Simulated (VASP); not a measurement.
Runs of VASP 6.6.1 on NaF (Villiaumite). Symmetry: Fm-3m, No. 225, cubic system. The conventional cell has a = 4.640 Å, b = 4.640 Å, c = 4.640 Å, α = 90.00°, β = 90.00°, γ = 90.00°. Na (site symmetry m-3m) is surrounded by 6 F at 2.32 Å. Around F (site symmetry m-3m) lie 6 Na at 2.32 Å. 

```tsv
task	cell	gap on the mesh (eV)	pressure (GPa)
relaxation of the atoms	atoms relaxed from: a relaxed cell with its volume scaled by 1.04	5.98	-1.8
relaxation of the atoms	atoms relaxed from: a relaxed cell with its volume scaled by 1.02	6.08	-1.0
relaxation of cell and atoms	relaxed	6.18	0.0
relaxation of the atoms	atoms relaxed from: a relaxed cell with its volume scaled by 0.96	(a)	2.2
relaxation of the atoms	atoms relaxed from: a relaxed cell with its volume scaled by 0.98	6.29	1.0
relaxation of the atoms	atoms relaxed from: a relaxed cell with its volume scaled by 0.94	(b)	3.5
relaxation of the atoms	atoms relaxed from: a relaxed cell with its volume scaled by 1.06	5.89	-2.6
relaxation of the atoms	atoms relaxed	6.18	-0.1
```

Alike in all rows: level PBEsol; potentials or basis VASP PAW PBE potentials, release 64 (Na_pv, F); no spin polarisation; k mesh 10 × 10 × 10; cutoff (eV) 600; smearing gaussian 0.03 eV.

Problem. Fill in the values left out.

Solution. (a) 6.40; (b) 6.52.

Caveats: the PAW data sets were made with another functional, which shifts forces and pressure a little; the relaxation stopped at its first step, so nothing moved (some runs).

A k mesh can miss the band edges.
